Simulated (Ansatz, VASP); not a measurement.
**W: VASP beside Ansatz**

Aim: how closely do two programs agree when they are given the same cell, functional and k mesh? The cell is taken from a series of runs on this material, whose earlier steps may have relaxed, scaled, displaced or heated it; both programs get it as it stands.

Main program and level: Ansatz 0.2.0; plane waves, with VASP 6.6.1 beside it; single point at PBEsol.

## 1. The structure

The cell holds 10 atoms: 10 W. Its edges and angles: a = 4.356 Å, b = 4.356 Å, c = 36.460 Å, α = 90.0°, β = 90.0°, γ = 90.0°. It derives from W. Vacuum lies along c.

## 2. Ansatz: single point, PBEsol, pair 1

Ansatz runs on its PAW soft_1 files.

With cell and atoms fixed, the geometry can't cause a difference; cores, projectors, grids and the points listed under the comparison can.

input.yaml

```yaml
crystal:
  lattice:
    - [-3.0799851754, -3.0799851754, 0.0]
    - [-3.0799851754, 3.0799851754, 0.0]
    - [0.0, 0.0, -36.4599902]
  atoms:
    - { symbol: W, position: [1.0357144576, -0.0357144576, 0.8200805945] }
    - { symbol: W, position: [0.4642855424, 0.5357144576, 0.8200805945] }
    - { symbol: W, position: [-0.0031786988, 0.4968213012, 0.7793861571] }
    - { symbol: W, position: [0.5031786988, 0.0031786988, 0.7793861571] }
    - { symbol: W, position: [0.5, 0.5, 0.7349149041] }
    - { symbol: W, position: [0.0, 0.0, 0.7349149041] }
    - { symbol: W, position: [0.0031786988, 0.5031786988, 0.6904436511] }
    - { symbol: W, position: [0.4968213012, -0.0031786988, 0.6904436511] }
    - { symbol: W, position: [0.9642855424, 0.0357144576, 0.6497492137] }
    - { symbol: W, position: [0.5357144576, 0.4642855424, 0.6497492137] }
  periodic: [true, true, false]
kpoints:
  mp_grid: { grid: [8, 8, 1] }
hamiltonian:
  xc: pbesol
  pseudopotentials: { kind: paw, azcp: { folder: soft_1 }, xc_functional: pbe }
scf:
  occupations: { method: methfessel_paxton, width: 0.2 }
output:
  forces: true
  stress: true
  eigenvalues: true
```

Launch:

```sh
$ ansatz run input.yaml --threads 8 --pin off --max-ram 16384MiB --backend cpu --events-out ev --progress --plain --runs-dir out
```

Numbers of over 12 decimals in the logs are rounded to 6 here.

Log:

```text
Engine: ansatz 0.2.0, aarch64-unknown-linux-gnu
Pseudopotentials: kind: paw
Pseudopotential: W, paw, valence charge 14, recommended cutoff 420 eV (normal), soft_1/W.paw.azcp
Functional definition: PBEsol
  exchange = pbesol_x
  correlation = pbesol_c
Crystal: 10 atoms, lattice volume = 691.741 Å³
Basis set: ecut = 420 eV, 13513 PW (Γ), exchange–correlation on 60×60×500 points (8 copies of the dense FFT grid, shifted against one another)
Bands: 84, of which v1, the nominal top of the filled ones, is band 70 counted from 1 (69 counted from 0)
Symmetry: 8 space group operations
Space group: Cmme (ITA 67), of the structure as read, at distance tolerance 8.8e-5 Å
k-points: 21 of 64
Non-local potential: W, projectors of the file, l = 0: 3, l = 1: 2, l = 2: 2, l = 3: 1
PAW form: soft (Blöchl's): semilocal exchange-correlation on the pseudo side does not see the compensation charge
PAW frozen core: W, regenerated for the run's functional, and the local potential with it (the file was generated under x = pbe(κ = 0.804, μ = 0.219515), c = pbe(β = 0.066725))
PAW one-centre angular grid: W, 590 points (default); XC on 64 Gauss nodes
Initial density: superposition of atomic densities (neutral atoms: chi_scale 0, normalization atom)
Initial wavefunctions: pseudopotential atomic-orbital guess
Functional: x = pbesol(κ = 0.804, μ = 0.123457), c = pbesol(β = 0.046)
SCF iter   1: F=—  HF=-102573.123418 eV  |F-HF|=—  |Δ(HF+E_count)|=         —  Δρ=3.87e-2  dr2=6.51e1  ethr=3.10e-3  ⟨swp⟩=12.8  Hψ=12164  notcnv=0
preconditioner: auto → LDOS  [metal: Δε(μ)=0.006 eV  Ē_g=5.267 eV  σ=0.200 eV  W_gap=0.02  n_scr=112 (ndim 8)  ℏωp=10.9 eV  f_vac=0.709  D(μ)=10.09/eV (n_scr^D=54)  β→1.0]
SCF iter   2: F=—  HF=-102569.201285 eV  |F-HF|=—  |Δ(HF+E_count)|=    3.92e0  S|Δr|=    0.00e0  Δρ=2.92e-2  dr2=2.79e1  ethr=3.10e-3  ⟨swp⟩=7.0  Hψ=6009  notcnv=0  defer=67
SCF iter   3: F=—  HF=-102565.506782 eV  |F-HF|=—  |Δ(HF+E_count)|=    3.69e0  S|Δr|=    0.00e0  Δρ=6.47e-3  dr2=1.33e0  ethr=3.10e-3  ⟨swp⟩=5.6  Hψ=4964  notcnv=0  defer=82
SCF iter   4: F=—  HF=-102565.261822 eV  |F-HF|=—  |Δ(HF+E_count)|=   2.45e-1  S|Δr|=    0.00e0  Δρ=1.63e-3  dr2=9.49e-2  ethr=9.50e-4  ⟨swp⟩=3.3  Hψ=3309  notcnv=0  defer=86
SCF iter   5: F=—  HF=-102565.258621 eV  |F-HF|=—  |Δ(HF+E_count)|=   3.20e-3  S|Δr|=    0.00e0  Δρ=5.18e-4  dr2=5.01e-3  ethr=6.78e-5  ⟨swp⟩=4.1  Hψ=3793  notcnv=0  defer=86
SCF iter   6: F=—  HF=-102565.258613 eV  |F-HF|=—  |Δ(HF+E_count)|=   8.00e-6  S|Δr|=    0.00e0  Δρ=1.60e-4  dr2=5.07e-4  ethr=3.58e-6  ⟨swp⟩=4.0  Hψ=3821  notcnv=0  defer=86
SCF iter   7: F=—  HF=-102565.258607 eV  |F-HF|=—  |Δ(HF+E_count)|=   5.27e-6  S|Δr|=    0.00e0  Δρ=7.46e-5  dr2=1.05e-4  ethr=3.62e-7  ⟨swp⟩=3.6  Hψ=3397  notcnv=0  defer=86
SCF iter   8: F=—  HF=-102565.258605 eV  |F-HF|=—  |Δ(HF+E_count)|=   2.16e-6  S|Δr|=    0.00e0  Δρ=2.76e-5  dr2=1.56e-5  ethr=7.46e-8  ⟨swp⟩=3.5  Hψ=3187  notcnv=0  defer=86
SCF iter   9: F=—  HF=-102565.258874 eV  |F-HF|=—  |Δ(HF+E_count)|=   2.69e-4  S|Δr|=    0.00e0  Δρ=7.64e-6  dr2=8.58e-7  ethr=1.12e-8  ⟨swp⟩=3.7  Hψ=3767  notcnv=0  defer=86
SCF iter  10: F=—  HF=-102565.258875 eV  |F-HF|=—  |Δ(HF+E_count)|=   7.66e-7  S|Δr|=    0.00e0  Δρ=3.74e-6  dr2=2.13e-7  ethr=7.14e-11  ⟨swp⟩=27.9  Hψ=14293  notcnv=0
SCF iter  11: F=-102565.258875 eV  HF=-102565.258875 eV  |F-HF|=4.28e-8  |Δ(HF+E_count)|=   1.01e-7  S|Δr|=    0.00e0  Δρ=1.32e-6  dr2=2.16e-8  ethr=7.14e-11  ⟨swp⟩=7.0  Hψ=7075  notcnv=0
SCF 1 converged in 11 iterations: F = -102565.258875 eV  dr2 = 2.16e-8
  greatest PAW one-centre occupation: 0.999 electrons in one spin orbital (limit 2), on the W atom at site 7 (counted from 0), in its partial waves of l = 0
SCF converged after 11 iterations
Stability not checked: this state was not tested for a lower state beside it, because cold or Methfessel-Paxton smearing, or corrected tetrahedra, fill the levels in a way that the test cannot read (fill_not_monotonic; see scf.lower_state_search)
Free energy (F): -102565.258875 eV
Harris-Foulkes:  -102565.258875 eV  (|F-HF|=4.28e-8)
Internal energy: -102565.253870 eV  (E = F + TS)
E sigma→0 (E₀):  -102565.257624 eV
Entropy (-TS):   -0.005005 eV (-0.501 meV/atom)
Fermi energy:    -4.478395 eV
Step filling:    the computed levels leave a gap of 0.0010 eV = 0.0 smearing widths at the electron count; against every level under it full and every level over it empty, smearing changes F+E_penalty+E_count by -10.891 meV and its σ→0 estimate by -9.640 meV
--- Per-component energies (eV) ---
  E_band       = -4578.816922
  E_kinetic    = 4231.902268
  E_local      = -614357.075280  (includes V_loc(G=0)·N_el)
  E_nonlocal   = -221.539867
  E_hartree    = 304862.590434
  E_xc         = -2656.217685
  E_vxc        = -2307.130405  (∫ρ·V_xc dr)
  E_paw        = -84515.928278  (= ΣΔE_a)
  E_vpaw       = -1650.110029  (= ΣTr[D̂ρ^β])
  E_aug_tail   = 0.001507  (compensation charges beyond the density's cutoff)
  E_ewald      = 290088.794454
  E_core_change = 2.218577  (= ΣΔE_core)
  E_smearing   = -0.005005  (= −TS)
  E_closure    = -0.000000  (closes the sum)
  Σ components = -102565.258875   (vs F -102565.258875, Δ=0.00e0)
--- Forces (eV/Å), atoms counted from 1 ---
  atom   1  W      0.00000000     0.59504541    -0.69647753
  atom   2  W      0.00000000    -0.59504541    -0.69647753
  atom   3  W      0.46480928     0.00000000     0.75942950
  atom   4  W     -0.46480928     0.00000000     0.75942950
  atom   5  W      0.00000000     0.00000000     0.00000000
  atom   6  W      0.00000000     0.00000000     0.00000000
  atom   7  W     -0.46480928     0.00000000    -0.75942950
  atom   8  W      0.46480928     0.00000000    -0.75942950
  atom   9  W      0.00000000    -0.59504541     0.69647753
  atom  10  W      0.00000000     0.59504541     0.69647753
  max |Σ_I F_I| component: 3.33e-16 eV/Å
--- 2D stress c σ (N/m, compression-positive) ---
        1.480096       0.000000       0.000000
        0.000000       5.502873       0.000000
        0.000000       0.000000       0.000000
  P = ½ c Tr σ = 3.4915 N/m
--- Band table (eV; the first three rows and the last of 21) ---
  k-point 0: bands = [... 66 lower, -4.9521, -4.8331, -4.6692, -4.4871, -4.3577, -4.1467, -3.2598, -3.2295, ... 10 higher]
  k-point 1: bands = [... 66 lower, -5.1165, -4.8379, -4.7636, -4.5439, -4.0576, -3.9065, -3.4421, -3.3043, ... 10 higher]
  k-point 2: bands = [... 66 lower, -5.3009, -5.0335, -4.8670, -4.3113, -4.0601, -3.8802, -3.7391, -3.6291, ... 10 higher]
  k-point 20: bands = [... 66 lower, -5.0706, -4.7139, -4.5573, -4.5060, -4.4550, -4.1644, -4.0234, -3.5133, ... 10 higher]
  ° read free of the cell's end (the report's vacuum.weakly_bound_levels)
```

Reading the cycles: dr2 is the Hartree energy of the density residual (eV), the measure of convergence; HF is the Harris–Foulkes estimate of the energy, which meets the free energy F at convergence.

## 3. VASP: single point, PBEsol, pair 1

The same cell, functional, mesh and smearing now go to VASP, with its own data sets.

Lines of VASP's logs that name or quote its potential files are left out, and so is its time.

INCAR

```
SYSTEM = W
PREC = Accurate
ENCUT = 520
EDIFF = 1E-06
NELM = 120
ISMEAR = 1
SIGMA = 0.2
LREAL = .FALSE.
ALGO = Normal
GGA = PS
NBANDS = 40
LASPH = .TRUE.
LORBIT = 11
LWAVE = .FALSE.
LCHARG = .FALSE.
ISIF = 2
LDIPOL = .TRUE.
IDIPOL = 3
DIPOL = 0.5 0.5 0.735
LVHAR = .TRUE.
GGA_COMPAT = .FALSE.
NELMDL = -8
KPAR = 2
```

POSCAR

```
W
1.0
   -3.0799851754     -3.0799851754      0.0000000000
   -3.0799851754      3.0799851754      0.0000000000
    0.0000000000      0.0000000000    -36.4599902000
W
10
Direct
    0.0357144576      0.9642855424      0.8200805945
    0.4642855424      0.5357144576      0.8200805945
    0.9968213012      0.4968213012      0.7793861571
    0.5031786988      0.0031786988      0.7793861571
    0.5000000000      0.5000000000      0.7349149041
    0.0000000000      0.0000000000      0.7349149041
    0.0031786988      0.5031786988      0.6904436511
    0.4968213012      0.9968213012      0.6904436511
    0.9642855424      0.0357144576      0.6497492137
    0.5357144576      0.4642855424      0.6497492137
```

KPOINTS

```
Automatic mesh
0
Gamma
8 8 1
0 0 0
```

Potentials, in the order of the species: W (PBE family, release 64).

Launch:

```sh
$ mpirun -np 2 vasp_std
```

Log:

```text
[banner, memory and clock lines left out]
running    2 mpi-ranks, on    1 nodes
 distrk:  each k-point on    1 cores,    2 groups
 distr:  one band on    1 cores,    1 groups

 POSCAR found type information on POSCAR W
 POSCAR found :  1 types and      10 ions
|                                                                             |
|               ----> ADVICE to this user running VASP <----                  |
|                                                                             |
|     You enforced a specific xc type in the INCAR file but a different       |
|     [... a line on the potential file left out ...]
|     I HOPE YOU KNOW WHAT YOU ARE DOING!                                     |
|                                                                             |

 LDA part: xc-table for (Slater+PW92), standard interpolation
 POSCAR, INCAR and KPOINTS ok, starting setup
 FFT: planning ... GRIDC
 FFT: planning ... GRID_SOFT
 FFT: planning ... GRID
 WAVECAR not read
 entering main loop
       N       E                     dE             d eps       ncg     rms          rms(c)
DAV:   1     0.370863772287E+03    0.37086E+03   -0.19905E+04  1680   0.111E+03
DAV:   2    -0.760948747011E+02   -0.44696E+03   -0.42320E+03  2544   0.224E+02
DAV:   3    -0.134524172296E+03   -0.58429E+02   -0.56595E+02  1984   0.872E+01
DAV:   4    -0.138195181035E+03   -0.36710E+01   -0.35724E+01  2576   0.204E+01
DAV:   5    -0.138335240927E+03   -0.14006E+00   -0.13856E+00  2728   0.406E+00
DAV:   6    -0.138340207299E+03   -0.49664E-02   -0.49370E-02  2856   0.640E-01
DAV:   7    -0.138340394982E+03   -0.18768E-03   -0.18698E-03  2760   0.120E-01
DAV:   8    -0.138340408729E+03   -0.13747E-04   -0.13720E-04  2832   0.224E-02    0.655E+01
DAV:   9    -0.133675042381E+03    0.46654E+01   -0.59578E+01  2576   0.241E+01    0.355E+01
DAV:  10    -0.164081752792E+03   -0.30407E+02   -0.29738E+02  2768   0.676E+01    0.278E+01
DAV:  11    -0.127421804154E+03    0.36660E+02   -0.21776E+02  2864   0.498E+01    0.445E+00
DAV:  12    -0.128508894812E+03   -0.10871E+01   -0.15703E+01  2496   0.151E+01    0.494E+00
DAV:  13    -0.128428470400E+03    0.80424E-01   -0.10639E+00  2800   0.397E+00    0.356E+00
DAV:  14    -0.128427021711E+03    0.14487E-02   -0.33775E-02  2672   0.783E-01    0.333E+00
[...]
DAV:  25    -0.128369736320E+03   -0.33920E-04   -0.40891E-06  1728   0.653E-03    0.119E-02
DAV:  26    -0.128369747853E+03   -0.11533E-04   -0.70638E-07  1432   0.340E-03    0.121E-02
DAV:  27    -0.128369761650E+03   -0.13797E-04   -0.41216E-06  2008   0.686E-03    0.495E-03
DAV:  28    -0.128369773526E+03   -0.11876E-04   -0.12568E-06  1440   0.421E-03    0.399E-03
DAV:  29    -0.128369777822E+03   -0.42957E-05   -0.38047E-07  1368   0.294E-03    0.175E-03
DAV:  30    -0.128369778918E+03   -0.10964E-05   -0.16082E-07  1344   0.172E-03    0.191E-03
DAV:  31    -0.128369780725E+03   -0.18068E-05   -0.13264E-07  1368   0.143E-03    0.922E-04
DAV:  32    -0.128369781060E+03   -0.33543E-06   -0.63161E-08  1344   0.953E-04
   1 F= -.12836978E+03 E0= -.12836796E+03  d E =-.545889E-02
```

OUTCAR, selected parts (step 3):

```text
ion  position               nearest neighbor table
   1  0.036  0.964  0.820-   3 2.53   4 2.53   2 2.64   3 2.76   4 2.76   2 3.11   2 3.11   6 3.11

  LATTYP: Found a simple tetragonal cell.
 ALAT       =     4.3557568070
 C/A-ratio  =     8.3705293514

 Subroutine GETGRP returns: Found  8 space group operations
 (whereof  2 operations were pure point group operations)

The static configuration has the point symmetry C_1h.
 The point group associated with its full space group is D_2h.

 Found     21 irreducible k-points:

   k-points           NKPTS =     21   k-points in BZ     NKDIM =     21   number of bands    NBANDS=     40

   dimension x,y,z NGX =    32 NGY =   32 NGZ =  280
   dimension x,y,z NGXF=    64 NGYF=   64 NGZF=  560

   ENCUT  =  520.0 eV  38.22 Ry    6.18 a.u.   8.10  8.10 67.79*2*pi/ulx,y,z

   NELECT =      60.0000    total number of electrons

 k-points in reciprocal lattice and weights: Automatic mesh
   0.00000000  0.00000000  0.00000000       0.016
   0.12500000  0.00000000  0.00000000       0.062
   0.25000000  0.00000000  0.00000000       0.062
   0.37500000  0.00000000  0.00000000       0.062
   0.50000000  0.00000000  0.00000000       0.031
   0.12500000  0.12500000  0.00000000       0.031
  -0.12500000  0.12500000  0.00000000       0.031
   0.25000000  0.12500000  0.00000000       0.062
  -0.12500000  0.25000000  0.00000000       0.062
[...]
0.50000000  0.37500000  0.00000000       0.062
   0.50000000  0.50000000  0.00000000       0.016

 dipolmoment           0.000000      0.000000      0.000005 electrons x Angstroem

 average (electrostatic) potential at core
       1 -46.8367       2 -46.8367       3 -46.6982       4 -46.6982       5 -47.0046
       6 -47.0046       7 -46.6982       8 -46.6982       9 -46.8366      10 -46.8366

 E-fermi :  -1.6621

 k-point     1 :       0.0000    0.0000    0.0000
  band No.  band energies     occupation
    ...
     26      -2.3594      2.00001
     27      -2.1426      2.00354
     28      -2.0260      2.02737
     29      -1.8438      2.02572
     30      -1.6802      1.15279
     31      -1.5361      0.13420
     32      -1.3344     -0.04262
     33      -0.4442     -0.00000
     34      -0.4092     -0.00000
     35       0.1185     -0.00000
    ...

 k-point     2 :       0.1250    0.0000    0.0000
  band No.  band energies     occupation
    ...
     26      -2.4161      2.00000
     27      -2.2982      2.00007
     28      -2.0294      2.02611
     29      -1.9479      2.06131
     30      -1.7291      1.53357
     31      -1.2418     -0.01137
     32      -1.0892     -0.00039
     33      -0.6271     -0.00000
     34      -0.4899     -0.00000
     35      -0.0863     -0.00000
    ...

 k-point     3 :       0.2500    0.0000    0.0000
  band No.  band energies     occupation
    ...
     25      -2.9200      2.00000
     26      -2.7537      2.00000
     27      -2.4868      2.00000
     28      -2.2223      2.00054
     29      -2.0560      2.01760
     30      -1.5006      0.01613
     31      -1.2438     -0.01177
     32      -1.0671     -0.00022
     33      -0.9239     -0.00000
     34      -0.8157     -0.00000
    ...

  Total       -1.6226775      3.0095171      0.6484440      0.0000000      0.0000000      0.0000000
  in kB       -3.7583654      6.9704947      1.5018938      0.0000000      0.0000000      0.0000000
  external PRESSURE =       1.5713410 kB  Pullay stress =       0.0000000 kB

  energy-cutoff  :      520.00
  volume of cell :      691.74
      direct lattice vectors                 reciprocal lattice vectors
    -3.079985175 -3.079985175  0.000000000    -0.162338444 -0.162338444  0.000000000
    -3.079985175  3.079985175  0.000000000    -0.162338444  0.162338444  0.000000000
     0.000000000  0.000000000-36.459990200     0.000000000  0.000000000 -0.027427325

 POSITION                                       TOTAL-FORCE (eV/Angst)
 -----------------------------------------------------------------------------------
     -3.07999      2.85999    -29.90013         0.000000      0.337669     -0.379732
     -3.07999      0.22000    -29.90013         0.000000     -0.337669     -0.379732
     -4.60040     -1.53999    -28.41641         0.262872     -0.000000      0.617440
     -1.55957     -1.53999    -28.41641        -0.262872     -0.000000      0.617440
     -3.07999      0.00000    -26.79499         0.000000     -0.000000      0.000000
      0.00000      0.00000    -26.79499         0.000000     -0.000000      0.000000
     -1.55957      1.53999    -25.17357        -0.262872     -0.000000     -0.617440
     -4.60040      1.53999    -25.17357         0.262872     -0.000000     -0.617440
     -3.07999     -2.85999    -23.68985         0.000000     -0.337669      0.379732
     -3.07999     -0.22000    -23.68985         0.000000      0.337669      0.379732
 -----------------------------------------------------------------------------------
    total drift:                                0.000000     -0.000000      0.000073

  FREE ENERGIE OF THE ION-ELECTRON SYSTEM (eV)
  ---------------------------------------------------
  free  energy   TOTEN  =      -128.3697810602 eV

  energy  without entropy=     -128.3643221691  energy(sigma->0) =     -128.36796143

 vacuum level on the upper side and lower side of the slab         2.829         2.829

 total charge
# of ion       s       p       d       tot
------------------------------------------
    1        0.688   0.472   4.210   5.371
    2        0.688   0.472   4.210   5.371
    3        0.721   0.750   4.357   5.827
    4        0.721   0.750   4.357   5.827
    5        0.690   0.731   4.259   5.680
    6        0.690   0.731   4.259   5.680
    7        0.721   0.750   4.357   5.827
    8        0.721   0.750   4.357   5.827
    9        0.688   0.472   4.210   5.371
   10        0.688   0.472   4.210   5.371
--------------------------------------------------
tot          7.017   6.351  42.785  56.153

[... 3 further parts left out ...]
```

The run ends at a pressure of 0.16 GPa, with forces up to 0.67 eV/Å.

## 4. Differences

Known differences besides the potentials themselves: Ansatz cuts the interaction across the vacuum, VASP repeats the sheet with a dipole correction; the data sets hold 140 valence electrons in Ansatz (on its PAW soft_1 files) and 60 in VASP; the cutoff is 420 eV in Ansatz and 520 eV in VASP; Ansatz makes its cores anew for this functional, VASP keeps those of its PBE data sets. Total energies have different zeros and are not compared.

Forces (eV/Å; atoms numbered as in POSCAR):

```tsv
atom	Ansatz x, y, z	VASP x, y, z
W1	0.000, 0.595, -0.696	0.000, 0.338, -0.380
W2	0.000, -0.595, -0.696	0.000, -0.338, -0.380
W3	0.465, 0.000, 0.759	0.263, 0.000, 0.617
W4	-0.465, 0.000, 0.759	-0.263, 0.000, 0.617
W5	0.000, 0.000, 0.000	0.000, 0.000, 0.000
W6	0.000, 0.000, 0.000	0.000, 0.000, 0.000
W7	-0.465, 0.000, -0.759	-0.263, 0.000, -0.617
W8	0.465, 0.000, -0.759	0.263, 0.000, -0.617
W9	0.000, -0.595, 0.696	0.000, -0.338, 0.380
W10	0.000, 0.595, 0.696	0.000, 0.338, 0.380
```

The forces differ by 174 meV/Å r.m.s., which is 56.7 % of the r.m.s. force of 0.307 eV/Å (both taken over all components). With vacuum in the cell, a pressure given here is an average over mostly empty space and none of the material.

## 5. Further runs

Further runs change the set-up of one program: Ansatz's method, potentials or start, or VASP's data sets, cutoff or form of LDA. The table gives that difference for each run.

```tsv
run	r.m.s. force difference (meV/Å)
as above	174
VASP with the data sets W_sv and a cutoff of 400 eV	37
```

(Part 1 of 2 ends here.)

[Lines on the potential files, build, host, timing and source positions are cut from VASP's logs without a mark.]

[Logs are printed without paths, hosts, clocks, repeated set-up lines and the standing remarks that a program may print on its own settings, such as how far it seeks lower states.]

[Hosts, paths, dates, database ids (printed as entryN), source tags and the programs' standing remarks are cut or masked in the printed files.]
